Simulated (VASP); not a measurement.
These are PBE GGA, VASP's PBE PAW potentials (set 64) (plane waves; VASP) values and carry that method's errors.

VASP ran on this input.

**POSCAR**
```
Hf2Si
1
    4.5967850000     0.0000000000     0.0000000000
   -2.2983920000     3.9809320000     0.0000000000
    0.0000000000     0.0000000000     5.6323240000
Si Hf
2 4
Direct
  0.3304260000   0.6732630000   0.2638710000
  0.6551320000   0.3146350000   0.7491300000
  0.0003630000  -0.0077950000  -0.0027520000
  0.0144340000   0.0060670000   0.4951600000
  0.3431430000   0.6811410000   0.7473840000
  0.6565030000   0.3326890000   0.2472080000
```

INCAR:
```
SIGMA  =  0.05
PREC  =  Accurate
EDIFF  =  1E-6
LREAL  =  F
ISMEAR  =  0
SYSTEM  =  Hf2Si
LASPH  =  T   # aspherical one-centre terms
ALGO  =  Normal
ISIF  =  2
LMAXMIX  =  6
NELM  =  100   # most electronic steps
LCHARG  =  F
GGA  =  PE   # PBE
ENCUT  =  300
LWAVE  =  F
```

KPOINTS:
```
Automatic
0
Gamma
  3 3 2
0 0 0
```

POTCAR, in this order: Si Hf_pv (PBE.64 set). Program: vasp_std.

Output

File OUTCAR:
```
 ion  position               nearest neighbor table
   1  0.330  0.673  0.264-   6 2.63   6 2.66   6 2.68   5 2.72   4 2.89   5 2.91   4 2.96   3 2.99
                             4 3.02   3 3.06   3 3.10
   2  0.655  0.315  0.749-   5 2.52   5 2.70   5 2.74   6 2.81   6 2.83   4 2.92   3 2.96   3 3.00
                             4 3.02   3 3.04   4 3.10
   3  0.000  0.992  0.997-   4 2.81   4 2.83   2 2.96   5 2.96   6 2.97   5 2.97   6 2.98   1 2.99
                             2 3.00   2 3.04   1 3.06   6 3.07   5 3.08   1 3.10
   4  0.014  0.006  0.495-   3 2.81   3 2.83   1 2.89   6 2.91   2 2.92   1 2.96   5 2.96   1 3.02
                             2 3.02   6 3.02   5 3.03   5 3.04   6 3.06   2 3.10
   5  0.343  0.681  0.747-   2 2.52   2 2.70   1 2.72   2 2.74   1 2.91   3 2.96   4 2.96   3 2.97
                             4 3.03   4 3.04   3 3.08   6 3.83   6 3.83   6 3.86   6 3.86
   6  0.657  0.333  0.247-   1 2.63   1 2.66   1 2.68   2 2.81   2 2.83   4 2.91   3 2.97   3 2.98
                             4 3.02   4 3.06   3 3.07   5 3.83   5 3.83   5 3.86   5 3.86
  LATTYP: Found a hexagonal cell.
 ALAT       =     4.5967850000
 C/A-ratio  =     1.2252746213
 Subroutine PRICEL returns:
 Original cell was already a primitive cell.
 Subroutine GETGRP returns: Found  1 space group operations
The static configuration has the point symmetry C_1 .
The dynamic configuration has the point symmetry C_1 .
 Subroutine INISYM returns: Found  1 space group operations
 Subroutine IBZKPT returns following result:
 Found     10 irreducible k-points:

...
```

### OSZICAR
```
       N       E                     dE             d eps       ncg     rms          rms(c)
DAV:   1     0.145830789309E+03    0.14583E+03   -0.19200E+04   624   0.107E+03
DAV:   2    -0.436480474709E+02   -0.18948E+03   -0.18300E+03   676   0.281E+02
DAV:   3    -0.544922338540E+02   -0.10844E+02   -0.10358E+02   740   0.452E+01
DAV:   4    -0.547276111168E+02   -0.23538E+00   -0.22664E+00   688   0.673E+00
DAV:   5    -0.547355927654E+02   -0.79816E-02   -0.78420E-02   700   0.879E-01    0.999E+01
DAV:   6    -0.532122202956E+02    0.15234E+01   -0.30985E+00   628   0.822E+00    0.617E+01
DAV:   7    -0.529941474770E+02    0.21807E+00   -0.26176E+00   664   0.862E+00    0.429E+00
DAV:   8    -0.529212090165E+02    0.72938E-01   -0.52407E-01   632   0.392E+00    0.262E+00
DAV:   9    -0.529140772311E+02    0.71318E-02   -0.95598E-02   668   0.189E+00    0.835E-01
DAV:  10    -0.529134661907E+02    0.61104E-03   -0.10921E-02   640   0.649E-01    0.305E-01
DAV:  11    -0.529133480695E+02    0.11812E-03   -0.16919E-03   684   0.227E-01    0.150E-01
DAV:  12    -0.529133536623E+02   -0.55929E-05   -0.12446E-04   700   0.686E-02    0.369E-02
DAV:  13    -0.529133522964E+02    0.13660E-05   -0.11463E-05   712   0.236E-02    0.225E-02
DAV:  14    -0.529133509610E+02    0.13354E-05   -0.27373E-06   516   0.108E-02    0.639E-03
DAV:  15    -0.529133508444E+02    0.11657E-06   -0.46316E-07   388   0.445E-03
   1 F= -.52913351E+02 E0= -.52913351E+02  d E =-.102302E-06
```

OUTCAR:
```
------------------------ aborting loop because EDIFF is reached ----------------------------------------
  FORCE on cell =-STRESS in cart. coord.  units (eV):
  Direction    XX          YY          ZZ          XY          YZ          ZX
  --------------------------------------------------------------------------------------
  Total        8.2956899     10.4226109      4.1770364      0.0224548      0.0077261     -0.0465826
  in kB      128.9545029    162.0169784     64.9310260      0.3490544      0.1201006     -0.7241148
  external PRESSURE =     118.6341691 kB  Pullay stress =       0.0000000 kB
  volume of cell :      103.07
      direct lattice vectors                 reciprocal lattice vectors
     4.596785000  0.000000000  0.000000000     0.217543348  0.125598702  0.000000000
    -2.298392000  3.980932000  0.000000000     0.000000000  0.251197458  0.000000000
     0.000000000  0.000000000  5.632324000     0.000000000  0.000000000  0.177546604
 POSITION                                       TOTAL-FORCE (eV/Angst)
 -----------------------------------------------------------------------------------
     -0.02853      2.68021      1.48621         0.069458     -0.388843     -0.899167
      2.28835      1.25254      4.21934         0.198186      1.301804      0.119541
     -2.27881      3.94990      5.61682        -0.332337      0.309465     -0.020337
      0.05241      0.02415      2.78890        -0.619283     -0.079223      0.292988
      0.01183      2.71158      4.20951         0.033491     -1.449423      0.465306
      2.25315      1.32441      1.39236         0.650485      0.306221      0.041669
 -----------------------------------------------------------------------------------
    total drift:                               -0.000082      0.000144      0.001265
  FREE ENERGIE OF THE ION-ELECTRON SYSTEM (eV)
  ---------------------------------------------------
  free  energy   TOTEN  =       -52.9133508444 eV

  energy  without entropy=      -52.9133507421  energy(sigma->0) =      -52.91335079
```
(Selected blocks of OUTCAR.)

At this cut-off the stress carries a Pulay error, which pulls relaxed volumes low.

The structure was generated: Hf2Si was put into an ordered model structure, which need not be its known phase. The cell was not relaxed at this level, atoms are displaced from their ideal sites. The k-mesh is coarse (spacing up to 0.56 per Å, 2π included), so the numbers may not be converged in it.
